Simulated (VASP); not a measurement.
# H2CSO4: single point with PBE+D3(BJ)

H2CSO4:

```
O C H S
1.0
     8.81516    0.00000    0.00000
     0.00000    8.81516    0.00000
     0.00000    0.00000    8.81516
O C H S
20 5 10 5
Direct
  0.71923 0.35960 0.95680
  0.95588 0.40954 0.85593
  0.32791 0.31380 0.65143
  0.23693 0.54291 0.71181
  0.09514 0.69761 0.88053
  0.91378 0.77903 0.72277
  0.81072 0.98478 0.56228
  0.79811 0.11360 0.79063
  0.51808 0.84945 0.11152
  0.71291 0.77472 0.26027
  0.19407 0.06439 0.91669
  0.34803 0.25705 0.05972
  0.36165 0.94865 0.36019
  0.20588 0.82121 0.56112
  0.60203 0.25818 0.37772
  0.50110 0.50392 0.31400
  0.97120 0.40699 0.39558
  0.12756 0.52696 0.19635
  0.51169 0.70821 0.61986
  0.61637 0.45483 0.68234
  0.85831 0.41780 0.95865
  0.22093 0.40304 0.69343
  0.00776 0.80929 0.82510
  0.78170 0.11287 0.65037
  0.64446 0.87101 0.19478
  0.71109 0.27284 0.86708
  0.88796 0.48438 0.06167
  0.42227 0.36029 0.63226
  0.12854 0.33453 0.71832
  0.04193 0.60587 0.82143
  0.02404 0.91165 0.88713
  0.86073 0.90529 0.61839
  0.72931 0.21127 0.58269
  0.46810 0.75629 0.17050
  0.68053 0.99909 0.18453
  0.29065 0.10137 0.05554
  0.31996 0.93739 0.52487
  0.62445 0.39543 0.28414
  0.11667 0.46339 0.34225
  0.61403 0.61976 0.71683
```

The cell was built by a generator and needn't be a form met in nature.

* Program: VASP 6.6.1
* Task: single point
* Functional: PBE
* Dispersion: D3(BJ)
* Potentials or basis: VASP PAW PBE potentials, release 64 (O, C, H, S)
* Cutoff: 520 eV
* k mesh: 1 × 1 × 1
* Occupations: fermi-dirac, width 0.05 eV
* Spin: no spin polarisation

```json
{
  "Pressure": "-1.1 GPa",
  "Largest force": "4.933 eV/Å",
  "Band gap on the k mesh": "1.51 eV, direct",
  "Dispersion energy per atom": "-0.056 eV"
}
```

Forces on the atoms (eV/Å):
```
O    0.166 -1.691 -1.093
O   -1.564 -0.033  0.931
O    0.414 -3.195 -0.821
O   -0.336 -2.304 -0.838
O   -2.753 -0.070 -0.985
O    0.508  0.284  0.686
O   -1.475  4.643 -0.774
O   -0.466  0.529 -0.863
O   -1.671 -2.307  1.605
O    0.797 -1.154  1.086
O    1.912  0.657  2.569
O    0.018 -0.583  0.196
O   -0.485  0.055  2.215
O    0.747  1.135 -0.209
O    0.802  0.418 -0.977
O    0.839  0.005 -0.757
O   -0.113 -0.012 -0.109
O    0.034  1.019 -2.289
O    1.010 -0.308  0.693
O    0.036  1.333  0.097
C    1.239  0.322 -0.947
C    1.117  3.831  0.800
C   -0.010 -2.634  0.026
C   -0.242 -1.874 -0.776
C    0.590  3.185 -1.301
H    0.881  1.427  1.599
H   -0.540 -0.163 -0.057
H    1.918  1.287 -0.377
H   -2.360 -0.674  0.444
H    1.928  0.897  1.358
H   -0.025  1.243 -0.073
H    0.659 -1.397  1.592
H    0.751 -1.187  0.559
H    0.864  1.694 -1.812
H   -0.283 -1.586  0.190
S   -1.684  0.167 -2.716
S   -0.472 -0.941 -1.932
S   -1.890 -0.314  1.633
S    0.086 -0.899  2.477
S   -0.944 -0.803 -1.051
```

Stress tensor (GPa, compression positive):
```
 0.14 -1.09 -0.52
-1.09 -1.99 -0.97
-0.52 -0.97 -1.52
```

Levels at points of the mesh, in eV from the valence-band top:
| k point | band 87 | band 88 | band 89 | band 90 | band 91 | band 92 | band 93 | band 94 |
| --- | --- | --- | --- | --- | --- | --- | --- | --- |
| (0.00, 0.00, 0.00) | -0.63 | -0.56 | -0.43 | 0.00 | 1.51 | 1.56 | 1.76 | 1.91 |

It took 3.2 min on 1 thread of Intel(R) Xeon(R) 6975P-C (Granite Rapids) (shared host), peak memory 0.68 GiB.

Caveat: the standard files for N, O and F lose accuracy on very short bonds. Expect the measured gap to be larger: semilocal functionals such as PBE lack the derivative discontinuity.
